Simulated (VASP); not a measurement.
# BaBiSb: single point with PBE

BaBiSb:

```xyz
6
Lattice="5.2205 0.0000 0.0000 -2.6102 4.5210 0.0000 0.0000 0.0000 9.6070" Properties=species:S:1:pos:R:3 pbc="T T T"
Ba    0.0000    0.0000    0.0000
Ba    0.0000    0.0000    4.8035
Sb    2.6105    1.5069    2.4018
Sb    0.0003    3.0142    7.2053
Bi   -0.0003    3.0142    2.4018
Bi    2.6100    1.5069    7.2053
```

The cell was built by a generator and needn't be a form met in nature.

* Program: VASP 6.6.1
* Task: single point
* Functional: PBE
* Potentials or basis: VASP PAW PBE potentials, release 64 (Ba_sv, Sb, Bi_d)
* Cutoff: 520 eV
* k mesh: 4 × 4 × 2
* Occupations: fermi-dirac, width 0.1 eV
* Spin: no spin polarisation

```json
{
  "Pressure": "1.4 GPa",
  "Band gap on the k mesh": "none (metal or under the smearing width)"
}
```

Stress tensor (GPa, compression positive):
```
 2.10  0.00  0.00
 0.00  2.11  0.00
 0.00  0.00 -0.11
```

Levels at points of the mesh, in eV from the Fermi level:
```csv
k point,band 26,band 27,band 28,band 29,band 30,band 31,band 32,band 33,band 34,band 35
"(0.00, 0.00, 0.00)",-2.85,-2.85,-1.94,-0.60,-0.60,0.28,0.54,0.57,0.57,1.62
"(0.50, 0.00, 0.00)",-2.33,-2.15,-1.80,-1.73,0.06,1.55,2.14,2.22,2.47,2.60
"(0.00, 0.50, 0.00)",-2.33,-2.15,-1.80,-1.73,0.06,1.55,2.14,2.22,2.47,2.60
"(0.00, 0.00, 0.50)",-3.05,-3.04,-3.04,-0.15,-0.15,-0.15,-0.15,1.16,1.16,1.53
"(0.50, 0.00, 0.50)",-2.27,-2.07,-2.07,-1.36,-1.36,2.41,2.41,2.49,2.50,2.83
"(0.00, 0.50, 0.50)",-2.27,-2.07,-2.07,-1.36,-1.36,2.41,2.41,2.49,2.49,2.83
```

Wall time 2 min on 1 thread of Intel(R) Xeon(R) 6975P-C (Granite Rapids), on a shared host, peak memory 0.38 GiB.

Caveat: spin-orbit coupling is left out, which moves the levels of the heavy elements.
